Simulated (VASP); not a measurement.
Energy against volume of Li2Se (antifluorite). These are PBE GGA, VASP's PBE PAW potentials (set 64) (plane waves; VASP 6.6.1) values and carry that method's errors. Run with 520 eV cut-off, 8×8×8 Γ-centred mesh, Gaussian smearing of 0.050 eV, potentials Li_sv Se.

| V (Å³/atom) | E (eV/atom) |
|---|---|
| 16.945 | -3.70258 |
| 17.486 | -3.70881 |
| 18.027 | -3.71099 |
| 18.568 | -3.70972 |

Problem. Fit these four points and predict the energy of the run at 19.108 Å³/atom.

Solution. A cubic in V^(−2/3), the third-order Birch-Murnaghan form, passes through the four points with V0 = 18.08 Å³/atom and B0 = 34 GPa, and gives -3.7055 eV/atom there. The run gave -3.7055 eV/atom, +0.1 meV/atom from the fit; all five points give B0 = 34 GPa.

The compound is Li2Se in the antifluorite structure. It was relaxed first.
